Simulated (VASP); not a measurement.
Output of a VASP run:

OSZICAR:
```
       N       E                     dE             d eps       ncg     rms          rms(c)
DAV:   1     0.208102810878E+03    0.20810E+03   -0.16353E+04  4920   0.125E+03
DAV:   2    -0.179522217670E+02   -0.22606E+03   -0.21673E+03  5402   0.324E+02
DAV:   3    -0.306555163268E+02   -0.12703E+02   -0.12602E+02  5469   0.850E+01
DAV:   4    -0.307999486223E+02   -0.14443E+00   -0.14428E+00  5618   0.929E+00
DAV:   5    -0.308030840288E+02   -0.31354E-02   -0.31347E-02  5547   0.133E+00    0.123E+01
DAV:   6    -0.283226633212E+02    0.24804E+01   -0.93212E+00  4914   0.254E+01    0.567E+00
DAV:   7    -0.282622929019E+02    0.60370E-01   -0.71083E-01  5359   0.710E+00    0.347E+00
DAV:   8    -0.282331153330E+02    0.29178E-01   -0.14506E-01  5689   0.306E+00    0.751E-01
DAV:   9    -0.282302980723E+02    0.28173E-02   -0.18596E-02  5564   0.124E+00    0.255E-01
DAV:  10    -0.282306882953E+02   -0.39022E-03   -0.21549E-03  5719   0.410E-01    0.688E-02
DAV:  11    -0.282307470897E+02   -0.58794E-04   -0.22371E-04  5354   0.124E-01    0.260E-02
DAV:  12    -0.282307654024E+02   -0.18313E-04   -0.42764E-05  5624   0.543E-02    0.889E-03
DAV:  13    -0.282307711195E+02   -0.57171E-05   -0.54754E-06  5374   0.198E-02    0.466E-03
DAV:  14    -0.282307716176E+02   -0.49815E-06   -0.95632E-07  3862   0.925E-03
   1 F= -.28230772E+02 E0= -.28230772E+02  d E =-.289834E-11
```

### OUTCAR
```
------------------------ aborting loop because EDIFF is reached ----------------------------------------
  FORCE on cell =-STRESS in cart. coord.  units (eV):
  Direction    XX          YY          ZZ          XY          YZ          ZX
  --------------------------------------------------------------------------------------
  Total        5.8753074      6.1655400     -3.2724504      1.2685805     -0.0070413     -0.2738399
  in kB      151.4329383    158.9135292    -84.3456766     32.6969917     -0.1814871     -7.0580788
  external PRESSURE =      75.3335970 kB  Pullay stress =       0.0000000 kB
  volume of cell :       62.16
      direct lattice vectors                 reciprocal lattice vectors
     2.527711000  1.459375000  2.808506000     0.197807423  0.114204166  0.118687051
    -2.527711000  1.459375000  2.808506000    -0.197807423  0.114204166  0.118687051
     0.000000000 -2.918749000  2.808506000     0.000000000 -0.228408332  0.118687092
 POSITION                                       TOTAL-FORCE (eV/Angst)
 -----------------------------------------------------------------------------------
      0.00531      0.02065      8.37168         0.100143     -0.092216      0.034100
      0.04402     -0.03682      4.84051        -4.778951      2.879072      0.125579
     -0.02796     -1.21828      4.86746         0.724960     -6.212415     -0.032173
      1.02411      0.62299      4.84122         6.278110      2.450258     -0.128598
     -1.04548      0.61146      4.89496        -2.324262      0.975301      0.001093
 -----------------------------------------------------------------------------------
    total drift:                               -0.001189     -0.000578      0.000747
  FREE ENERGIE OF THE ION-ELECTRON SYSTEM (eV)
  ---------------------------------------------------
  free  energy   TOTEN  =       -28.2307716176 eV

  energy  without entropy=      -28.2307716176  energy(sigma->0) =      -28.23077162
```
(Selected blocks of OUTCAR.)

### POSCAR
```
AgNO3
1
    2.5277110000     1.4593750000     2.8085060000
   -2.5277110000     1.4593750000     2.8085060000
    0.0000000000    -2.9187490000     2.8085060000
Ag N O
1 1 3
Direct
  0.9970180000   0.9949170000   0.9888940000
  0.5790090000   0.5615940000   0.5829160000
  0.4330420000   0.4441020000   0.8559710000
  0.8483150000   0.4431620000   0.4322940000
  0.4439950000   0.8576040000   0.4413050000
```

Problem. Write an INCAR and KPOINTS that could have produced this output.

Solution. This is not unique; one that fits is the input of the run itself, PBEsol GGA, plane waves, VASP's PBE PAW potentials (set 64).

### INCAR
```
SYSTEM=AgNO3
PREC=Accurate; ENCUT=400; LREAL=.FALSE.
LASPH=.TRUE.
EDIFF=1E-6; NELM=100; ALGO=Normal
LMAXMIX=4
ISMEAR=-1; SIGMA=0.01
GGA=PS
ISIF=2
LWAVE=.FALSE.; LCHARG=.FALSE.
```

### KPOINTS
```
kpoints
0
gamma
  6 6 6
```

POTCAR, in this order: Ag N O (PBE.64 set). Program: vasp_std.

At this cut-off the stress carries a Pulay error, which pulls relaxed volumes low.

The structure comes from a computed database's AgNO3 entry (R3m); how it stands against other phases isn't given here. The cell was not relaxed at this level, atoms are displaced from their ideal sites.
